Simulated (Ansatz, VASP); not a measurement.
# Al (Al(110)): VASP beside Ansatz, part 2 of 2

Aim: how closely do two programs agree when they are given the same cell, functional and k mesh?

VASP 6.6.1 and Ansatz 0.2.0.

So far: The starting structure; Ansatz: single point, PBEsol; VASP: single point, PBEsol; Comparison.

## Step 5: VASP: single point, LDA

Level of this step: LDA; plane waves and PAW (Al) (VASP).

With cell and atoms fixed, the geometry can't cause a difference; cores, projectors, grids and the points listed under the comparison can.

The input, INCAR:

```
SYSTEM = Al
PREC = Normal
ENCUT = 350
EDIFF = 1E-06
NELM = 120
ISMEAR = 1
SIGMA = 0.1
LREAL = .FALSE.
ALGO = Normal
GGA = CA
NBANDS = 17
LORBIT = 11
LWAVE = .FALSE.
LCHARG = .FALSE.
KPAR = 4
IDIPOL = 3
LDIPOL = .TRUE.
DIPOL = 0.5 0.5 0.5
LVHAR = .TRUE.
LVACPOTAV = .TRUE.
```

The input, POSCAR:

```
Al
1.0
    4.0500000000      0.0000000000      0.0000000000
    0.0000000000      2.8637824638      0.0000000000
    0.0000000000      0.0000000000     26.5913473914
Al
7
Direct
    0.0000000000      0.0000000000      0.3384559597
    0.5000000000      0.5000000000      0.3923039731
    0.0000000000      0.0000000000      0.4461519866
    0.5000000000      0.5000000000      0.5000000000
    0.0000000000      0.0000000000      0.5538480134
    0.5000000000      0.5000000000      0.6076960269
    0.0000000000      0.0000000000      0.6615440403
```

The input, KPOINTS:

```
Automatic mesh
0
Gamma
6 9 1
0 0 0
```

PAW data sets: Al (PBE family, release 64).

The run is started by

```console
$ mpirun -np 4 vasp_std
```

Numbers of over 12 decimals in the logs are rounded to 6 here.

What it wrote:

```text
[banner, memory and clock lines left out]
running    4 mpi-ranks, on    1 nodes
[...]
[... a notice as in an earlier step ...]

 LDA part: xc-table for (Slater(with rela. corr.)+CA(PZ))
 , standard interpolation
 POSCAR, INCAR and KPOINTS ok, starting setup
[...]
entering main loop
       N       E                     dE             d eps       ncg     rms          rms(c)
DAV:   1     0.490669527587E+02    0.49067E+02   -0.52898E+03   680   0.625E+02
DAV:   2    -0.257737049976E+02   -0.74841E+02   -0.72437E+02   984   0.126E+02
DAV:   3    -0.285728987272E+02   -0.27992E+01   -0.27597E+01   887   0.267E+01
DAV:   4    -0.286866014978E+02   -0.11370E+00   -0.11354E+00  1208   0.618E+00
[...]
DAV:  21    -0.274295587251E+02   -0.40660E-05   -0.13642E-07   551   0.155E-03    0.317E-04
DAV:  22    -0.274295611918E+02   -0.24667E-05   -0.97816E-08   543   0.127E-03    0.151E-04
DAV:  23    -0.274295617348E+02   -0.54298E-06   -0.25280E-08   538   0.807E-04
 [... a notice as in an earlier step ...]

   1 F= -.27429562E+02 E0= -.27428675E+02  d E =-.266116E-02
```

Parts of OUTCAR (step 5):

```text
  Total       -3.3999760     -3.5383313     -3.4409504      0.0000000      0.0000000      0.0000000
  in kB      -17.6624537    -18.3811926    -17.8753108      0.0000000      0.0000000      0.0000000
  external PRESSURE =     -17.9729857 kB  Pullay stress =       0.0000000 kB

 POSITION                                       TOTAL-FORCE (eV/Angst)
 -----------------------------------------------------------------------------------
      0.00000      0.00000      9.00000        -0.000000     -0.000000      0.529522
      2.02500      1.43189     10.43189        -0.000000      0.000000     -0.198626
      0.00000      0.00000     11.86378        -0.000000      0.000000     -0.010074
      2.02500      1.43189     13.29567        -0.000000      0.000000      0.000000
      0.00000      0.00000     14.72756        -0.000000      0.000000      0.010074
      2.02500      1.43189     16.15946         0.000000      0.000000      0.198626
      0.00000      0.00000     17.59135        -0.000000      0.000000     -0.529522
 -----------------------------------------------------------------------------------
    total drift:                               -0.000000     -0.000000      0.000000

  FREE ENERGIE OF THE ION-ELECTRON SYSTEM (eV)
  ---------------------------------------------------
  free  energy   TOTEN  =       -27.4295617348 eV

  energy  without entropy=      -27.4269005753  energy(sigma->0) =      -27.42867468

[... 1 part as in an earlier step ...]

[... 2 further parts left out ...]
[key lines of the parts left out:]
E-fermi :   0.3730
```

The PAW data sets were made with PBE, though LDA sets exist; this is a small mismatch.

## Step 6: Ansatz: single point, LDA

The same cell, functional (in two slightly different forms), mesh and smearing now go to Ansatz, which takes its cutoff from its data sets.

The input, input.yaml:

```yaml
crystal:
  lattice:
    - [4.05, 0.0, 0.0]
    - [0.0, 2.8637824638, 0.0]
    - [0.0, 0.0, 26.5913473914]
  atoms:
    - { symbol: Al, position: [0.0, 0.0, 0.3384559597] }
    - { symbol: Al, position: [0.5, 0.5, 0.3923039731] }
    - { symbol: Al, position: [0.0, 0.0, 0.4461519866] }
    - { symbol: Al, position: [0.5, 0.5, 0.5] }
    - { symbol: Al, position: [0.0, 0.0, 0.5538480134] }
    - { symbol: Al, position: [0.5, 0.5, 0.6076960269] }
    - { symbol: Al, position: [0.0, 0.0, 0.6615440403] }
hamiltonian:
  xc: lda
  pseudopotentials: { kind: paw }
kpoints:
  mp_grid: { grid: [6, 9, 1] }
scf:
  occupations: { method: methfessel_paxton, width: 0.1 }
  n_extra_bands: 5
efield:
  axis: 3
  dipole_correction: true
  ramp_width: 0.04
output:
  forces: true
  eigenvalues: true
```

The run is started by

```console
$ ansatz run input.yaml --threads 4 --pin off --max-ram 9216MiB --backend cpu --events-out ev --progress --plain --runs-dir out
```

What it wrote:

```text
[...]
Crystal: 7 atoms, lattice volume = 308.415 Å³
Basis set: ecut = 420 eV, 6033 PW (Γ)
Bands: 16, of which v1, the nominal top of the filled ones, is band 11 counted from 1 (10 counted from 0)
Symmetry: 4 space group operations
k-points: 20 of 54
[...]
k-point 0: bands = [... 7 lower, -1.2806, -0.8646, 0.1394, 0.1558, 0.5004, 1.8276, 2.0395, 2.8236, ... 1 higher]
  k-point 1: bands = [... 7 lower, -1.0775, -0.6512, 0.3489, 0.3589, 0.6825, 2.0188, 2.2426, 2.9606, ... 1 higher]
  k-point 2: bands = [... 7 lower, -0.4682, -0.1853, 0.2601, 0.8475, 0.9684, 1.3736, 1.4692, 2.2613, ... 1 higher]
  k-point 19: bands = [... 7 lower, -2.0138, -1.9570, -1.7250, -0.8169, -0.7097, 0.1044, 0.1063, 1.2246, ... 1 higher]
[key lines of the parts left out:]
SCF converged after 7 iterations
Free energy (F): -3588.303438 eV
Fermi energy:    0.345686 eV
Dipole field:    D = 0.000002 V/Å  (p = 0.000003 e·Å, saw-weighted, corrected)
Work function:   Φ+ = 4.1419 eV   Φ− = 4.1420 eV
```

Run time: 2.4 s. Hardware: 4 threads of Arm Neoverse V1, shared host; peak memory 0.48 GiB.

## Step 7: Side by side

What differs besides the data sets and the points named for the pairs above, as far as they apply: the two LDA forms differ slightly; VASP's log shows a relativistic correction to its local exchange, Ansatz's none. Total energies have different zeros and are not compared.

The two programs side by side:

```csv
quantity,Ansatz,VASP,difference
"work function, lower of the two faces (eV)",4.14,4.15,-0.01
"work function, higher of the two faces (eV)",4.14,4.15,-0.01
```

Forces (eV/Å; atoms numbered as in POSCAR):

```csv
atom,"Ansatz x, y, z","VASP x, y, z"
Al1,"0.000, 0.000, 0.555","0.000, 0.000, 0.530"
Al2,"0.000, 0.000, -0.188","0.000, 0.000, -0.199"
Al3,"0.000, 0.000, -0.011","0.000, 0.000, -0.010"
Al4,"0.000, 0.000, 0.000","0.000, 0.000, 0.000"
Al5,"0.000, 0.000, 0.011","0.000, 0.000, 0.010"
Al6,"0.000, 0.000, 0.188","0.000, 0.000, 0.199"
Al7,"0.000, 0.000, -0.555","0.000, 0.000, -0.530"
```

The forces differ by 8.6 meV/Å r.m.s., which is 4.9 % of the r.m.s. force of 0.17 eV/Å (both taken over all components). VASP's log warns that it found no field-free region in the vacuum, so its work functions are uncertain.

## Step 8: Ansatz: single point, r2SCAN

A single point gives forces, pressure and levels at one fixed geometry, so differences don't come from the geometry; what else differs is listed under the comparison.

Changes to input.yaml since step 6:

```diff
@@ -14,3 +14,3 @@
 hamiltonian:
-  xc: lda
+  xc: r2scan
   pseudopotentials: { kind: paw }
```

What it wrote:

```text
[...]
Crystal: 7 atoms, lattice volume = 308.415 Å³
Basis set: ecut = 500 eV, 7845 PW (Γ), exchange–correlation on 120×96×800 points (64 copies of the dense FFT grid, shifted against one another)
Bands: 16, of which v1, the nominal top of the filled ones, is band 11 counted from 1 (10 counted from 0)
Symmetry: 4 space group operations
k-points: 20 of 54
[...]
k-point 0: bands = [... 7 lower, -1.3467, -0.7422, 0.1911, 0.3287, 0.6144, 2.1877, 2.2204, 3.1831, ... 1 higher]
  k-point 1: bands = [... 7 lower, -1.1286, -0.5238, 0.4095, 0.5390, 0.8003, 2.3665, 2.4392, 3.3025, ... 1 higher]
  k-point 2: bands = [... 7 lower, -0.4740, -0.2190, 0.5305, 0.8797, 1.0647, 1.7558, 1.8444, 2.4141, ... 1 higher]
  k-point 19: bands = [... 7 lower, -2.0772, -1.9754, -1.7143, -0.7520, -0.6884, 0.1454, 0.3277, 1.4539, ... 1 higher]
[key lines of the parts left out:]
SCF converged after 6 iterations
Free energy (F): -3781.107607 eV
Fermi energy:    0.504412 eV
Dipole field:    D = -0.000001 V/Å  (p = -0.000002 e·Å, saw-weighted, corrected)
Work function:   Φ+ = 4.0478 eV   Φ− = 4.0478 eV
```

Wall time 7.3 s (4 threads); peak memory 1 GiB.

## Step 9: VASP: single point, r2SCAN

The same cell, functional, mesh and smearing now go to VASP, with its own data sets and cutoff.

Changes to INCAR since step 5:

```diff
@@ -9,3 +9,4 @@
 ALGO = Normal
-GGA = CA
+METAGGA = R2SCAN
+LASPH = .TRUE.
 NBANDS = 17
```

POSCAR is that of step 5.

KPOINTS is that of step 5.

The run is started by

```console
$ mpirun -np 4 vasp_std
```

What it wrote:

```text
[banner, memory and clock lines left out]
running    4 mpi-ranks, on    1 nodes
[...]
[... a notice as in an earlier step ...]

 LDA part: xc-table for (None), standard interpolation
 POSCAR, INCAR and KPOINTS ok, starting setup
[...]
entering main loop
       N       E                     dE             d eps       ncg     rms          rms(c)
DAV:   1     0.293138538615E+02    0.29314E+02   -0.53709E+03   680   0.634E+02
DAV:   2    -0.451186421772E+02   -0.74432E+02   -0.72098E+02   968   0.124E+02
DAV:   3    -0.478000648560E+02   -0.26814E+01   -0.26527E+01   861   0.263E+01
DAV:   4    -0.478997319913E+02   -0.99667E-01   -0.99528E-01  1192   0.582E+00
[...]
DAV:  21    -0.453725386351E+02   -0.13481E-04   -0.12464E-06   594   0.602E-03    0.125E-03
DAV:  22    -0.453725409020E+02   -0.22669E-05   -0.12687E-07   588   0.305E-03    0.807E-04
DAV:  23    -0.453725418060E+02   -0.90403E-06   -0.67592E-08   512   0.228E-03
 [... a notice as in an earlier step ...]

   1 F= -.45372542E+02 E0= -.45372451E+02  d E =-.272552E-03
```

Parts of OUTCAR (step 9):

```text
  Total       -3.7261352     -5.2293093     -3.0102186      0.0000000      0.0000000      0.0000000
  in kB      -19.3568103    -27.1656137    -15.6377128      0.0000000      0.0000000      0.0000000
  external PRESSURE =     -20.7200456 kB  Pullay stress =       0.0000000 kB

 POSITION                                       TOTAL-FORCE (eV/Angst)
 -----------------------------------------------------------------------------------
      0.00000      0.00000      9.00000         0.000000     -0.000000      0.523485
      2.02500      1.43189     10.43189        -0.000000      0.000000     -0.241392
      0.00000      0.00000     11.86378         0.000000      0.000000     -0.048186
      2.02500      1.43189     13.29567        -0.000000      0.000000      0.000000
      0.00000      0.00000     14.72756        -0.000000      0.000000      0.048186
      2.02500      1.43189     16.15946        -0.000000      0.000000      0.241392
      0.00000      0.00000     17.59135         0.000000      0.000000     -0.523485
 -----------------------------------------------------------------------------------
    total drift:                                0.000000     -0.000000     -0.000000

  FREE ENERGIE OF THE ION-ELECTRON SYSTEM (eV)
  ---------------------------------------------------
  free  energy   TOTEN  =       -45.3725418060 eV

  energy  without entropy=      -45.3722692545  energy(sigma->0) =      -45.37245096

[... 2 parts as in an earlier step ...]

[... 1 further part left out ...]
[key lines of the parts left out:]
E-fermi :   0.5169
```

## Step 10: Differences

What differs besides the data sets and the points named for the pairs above, as far as they apply: VASP keeps PBE cores, Ansatz makes them for the functional; the cutoff is 500 eV in Ansatz and 350 eV in VASP (PREC = Normal). Total energies have different zeros and are not compared.

Compared:

```csv
quantity,Ansatz,VASP,difference
"work function, lower of the two faces (eV)",4.05,4.05,-0.01
"work function, higher of the two faces (eV)",4.05,4.05,-0.01
```

Forces (eV/Å; atoms numbered as in POSCAR):

```csv
atom,"Ansatz x, y, z","VASP x, y, z"
Al1,"0.000, 0.000, 0.509","0.000, 0.000, 0.523"
Al2,"0.000, 0.000, -0.247","0.000, 0.000, -0.241"
Al3,"0.000, 0.000, -0.051","0.000, 0.000, -0.048"
Al4,"0.000, 0.000, 0.000","0.000, 0.000, 0.000"
Al5,"0.000, 0.000, 0.051","0.000, 0.000, 0.048"
Al6,"0.000, 0.000, 0.247","0.000, 0.000, 0.241"
Al7,"0.000, 0.000, -0.509","0.000, 0.000, -0.523"
```

The forces differ by 4.8 meV/Å r.m.s., which is 2.7 % of the r.m.s. force of 0.18 eV/Å (both taken over all components). VASP's log warns that it found no field-free region in the vacuum, so its work functions are uncertain.

## Step 11: Outcome

| Quantity | Value |
| --- | --- |
| r.m.s. force difference (single point, PBEsol) | 1.7 meV/Å |
| r.m.s. force difference (single point, LDA) | 8.6 meV/Å |
| r.m.s. force difference (single point, r2SCAN) | 4.8 meV/Å |

The r.m.s. force difference is 8.6 meV/Å (single point, LDA), within the 12 meV/Å picked in this series as the mark of a large difference. 1 further run of this series is not shown here. How closely two codes agree says nothing of how well the functional describes the real material.

[Lines on the potential files, build, host, timing and source positions are cut from VASP's logs without a mark.]

[Logs are printed without paths, hosts, clocks, repeated set-up lines and the standing remarks that a program may print on its own settings, such as how far it seeks lower states.]

[Hosts, paths, dates, database ids (printed as entryN), source tags and the programs' standing remarks are cut or masked in the printed files.]

[VASP's PBE data sets in a run with another functional are called a small mismatch above; for pressures it isn't always small: they can move by 1 GPa and more.]
